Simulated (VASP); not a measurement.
Cu: single point with PBE

Cu:

```
Cu
1.0
     7.27000    0.00000    0.00000
     0.00000    7.27000    0.00000
     0.00000    0.00000    7.27000
Cu
32
Cartesian
  0.0000 0.0000 0.0000
  0.0000 0.0000 3.6350
  0.0000 3.6350 0.0000
  0.0000 3.6350 3.6350
  3.6350 0.0000 0.0000
  3.6350 0.0000 3.6350
  3.6350 3.6350 0.0000
  3.6350 3.6350 3.6350
  0.0000 1.8175 1.8175
  0.0000 1.8175 5.4525
  0.0000 5.4525 1.8175
  0.0000 5.4525 5.4525
  3.6350 1.8175 1.8175
  3.6350 1.8175 5.4525
  3.6350 5.4525 1.8175
  3.6350 5.4525 5.4525
  1.8175 0.0000 1.8175
  1.8175 0.0000 5.4525
  1.8175 3.6350 1.8175
  1.8175 3.6350 5.4525
  5.4525 0.0000 1.8175
  5.4525 0.0000 5.4525
  5.4525 3.6350 1.8175
  5.4525 3.6350 5.4525
  1.8175 1.8175 0.0000
  1.8175 1.8175 3.6350
  1.8175 5.4525 0.0000
  1.8175 5.4525 3.6350
  5.4525 1.8175 0.0000
  5.4525 1.8175 3.6350
  5.4525 5.4525 0.0000
  5.4525 5.4525 3.6350
```

The cell was built by a generator and needn't be a form met in nature.

* Program: VASP 6.6.1
* Task: single point
* Functional: PBE
* Potentials or basis: VASP PAW PBE potentials, release 64 (Cu)
* Cutoff: 350 eV
* k mesh: 5 × 5 × 5
* Occupations: fermi-dirac, width 0.05 eV
* Spin: no spin polarisation
* Further INCAR settings: ALGO = Normal; EDIFF = 1e-06; NBANDS = 198

* Pressure: -0.1 GPa
* Band gap on the k mesh: none (metal or under the smearing width)

Levels at points of the mesh, in eV from the Fermi level:
| k point | band 173 | band 174 | band 175 | band 176 | band 177 | band 178 | band 179 | band 180 | band 181 | band 182 |
| --- | --- | --- | --- | --- | --- | --- | --- | --- | --- | --- |
| (0.00, 0.00, 0.00) | -0.27 | -0.27 | -0.27 | -0.27 | -0.27 | -0.27 | -0.27 | -0.27 | -0.27 | -0.27 |

Run time: 23 min on 1 thread of Intel(R) Xeon(R) Platinum 8175M CPU @ 2.50GHz (Skylake/Cascade Lake), with other jobs on the host, peak memory 0.47 GiB.

Caveat: the cutoff is under 1.25 times the usual one of these potentials, so pressure, stress and relaxed cells hold a basis-set (Pulay) error.
